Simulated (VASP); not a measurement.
## Be4TeSe3: density of states with PBE

Be4TeSe3:

```xyz
16
Lattice="7.4821 0.0000 0.0000 0.0000 6.4761 0.0000 0.0000 0.0000 6.1663" Properties=species:S:1:pos:R:3 pbc="T T T"
Be    0.0000    2.0189    2.2634
Be    1.7763    1.0228    5.3501
Be    5.7058    1.0228    5.3501
Be    3.7410    2.1920    2.4384
Be    0.0000    4.2841    5.5215
Be    5.5173    5.4532    2.2669
Be    3.7410    4.4571    5.3465
Be    1.9648    5.4532    2.2669
Te    3.7410    2.1740    0.0050
Te    0.0000    4.3021    3.0882
Se    0.0000    2.1126    0.0025
Se    1.8786    1.0667    3.0865
Se    5.6035    1.0667    3.0865
Se    5.6196    5.4093    0.0034
Se    3.7410    4.3635    3.0856
Se    1.8625    5.4093    0.0034
```

The cell was built by a generator and needn't be a form met in nature.

| Item | Value |
| --- | --- |
| Program | VASP 6.6.1 |
| Task | density of states |
| Functional | PBE |
| Potentials or basis | VASP PAW PBE potentials, release 64 (Be, Te, Se) |
| Cutoff | 520 eV |
| k mesh | 4 × 4 × 4 |
| Occupations | gaussian, width 0.03 eV |
| Spin | no spin polarisation |
| k mesh for the DOS | 6 × 6 × 6 |
| Occupations for the DOS | tetrahedron |
| Further INCAR settings | ALGO = Fast; EDIFF = 1e-07; NBANDS = 46 |

* Valence electrons inside the program's atomic spheres: Be 0.94, 0.96, 0.93; Te 3.54; Se 3.95, 3.94

Levels at points of the mesh, in eV from the valence-band top:
| k point | band 28 | band 29 | band 30 | band 31 | band 32 | band 33 | band 34 | band 35 | band 36 | band 37 |
| --- | --- | --- | --- | --- | --- | --- | --- | --- | --- | --- |
| (0.00, 0.00, 0.00) | -1.08 | -0.81 | -0.23 | -0.05 | 0.00 | 2.89 | 3.41 | 3.47 | 3.55 | 3.94 |
| (0.50, 0.00, 0.00) | -1.81 | -0.75 | -0.75 | -0.68 | -0.68 | 3.12 | 3.12 | 4.24 | 4.24 | 4.38 |
| (0.00, 0.50, 0.00) | -1.05 | -1.02 | -0.81 | -0.70 | -0.37 | 2.89 | 3.00 | 3.29 | 3.56 | 4.35 |
| (0.50, 0.50, 0.00) | -1.39 | -1.22 | -1.22 | -1.16 | -1.16 | 3.83 | 3.83 | 4.12 | 4.12 | 4.62 |
| (0.00, 0.00, 0.50) | -1.46 | -0.65 | -0.65 | -0.58 | -0.58 | 3.04 | 3.04 | 3.84 | 3.84 | 4.04 |
| (0.50, 0.00, 0.50) | -1.83 | -1.36 | -1.36 | -1.15 | -1.15 | 3.93 | 3.93 | 4.02 | 4.02 | 4.45 |
| (0.00, 0.50, 0.50) | -1.69 | -1.62 | -1.62 | -1.01 | -1.01 | 3.07 | 3.07 | 3.07 | 3.07 | 3.60 |
| (0.50, 0.50, 0.50) | -1.92 | -1.64 | -1.64 | -1.52 | -1.52 | 3.84 | 3.84 | 3.95 | 3.95 | 4.18 |

States per cell in windows of 1 eV (zero at the valence-band top; states under -8 eV left out):
```tsv
from (eV)	total	Se12_p	Se13_p	Se14_p	Se16_p	Se11_p	Se15_p
-8.0	0.00	0.00	0.00	0.00	0.00	0.00	0.00
-7.0	0.00	0.00	0.00	0.00	0.00	0.00	0.00
-6.0	4.79	0.21	0.21	0.21	0.21	0.21	0.21
-5.0	8.59	0.39	0.39	0.39	0.39	0.41	0.41
-4.0	8.67	0.46	0.46	0.46	0.46	0.48	0.48
-3.0	11.79	0.75	0.75	0.75	0.75	0.74	0.74
-2.0	10.03	0.47	0.47	0.47	0.47	0.43	0.43
-1.0	4.09	0.20	0.20	0.20	0.20	0.22	0.22
0.0	0.00	0.00	0.00	0.00	0.00	0.00	0.00
1.0	0.00	0.00	0.00	0.00	0.00	0.00	0.00
2.0	0.03	0.00	0.00	0.00	0.00	0.00	0.00
3.0	8.30	0.04	0.04	0.04	0.04	0.03	0.03
4.0	10.12	0.08	0.08	0.08	0.08	0.07	0.07
5.0	9.38	0.11	0.11	0.11	0.11	0.10	0.10
6.0	0.18	0.00	0.00	0.00	0.00	0.00	0.00
```

Wall time 2.7 min on 4 MPI ranks on Intel(R) Xeon(R) Platinum 8559C (Emerald Rapids), with other jobs on the host, peak memory 0.8 GiB a rank.

Spin-orbit coupling is left out, which matters for the levels of Te.
